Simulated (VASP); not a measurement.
Consider the following.

```
BeSe
1.0
    0.00000     2.56381     2.56381
    2.56381     0.00000     2.56381
    2.56381     2.56381     0.00000
Be Se
1 1
Direct
  0.00000   0.00000   0.00000
  0.25000   0.25000   0.25000
```

The numbers are results of PBE GGA with D4 dispersion, VASP's PBE PAW potentials (set 64) (plane waves; VASP), not measurements. Settings: 520 eV cut-off, Gaussian smearing of 0.050 eV, potentials Be Se.

**Question.** Predict the band gap (along the path) with the smallest direct gap where there is one.

**Answer.** 
| Quantity | Value |
|---|---|
| band gap (along the path) | 2.60 eV |
| smallest direct gap (along the path) | 4.44 eV |

The compound is BeSe in the zinc blende structure. It was relaxed first.
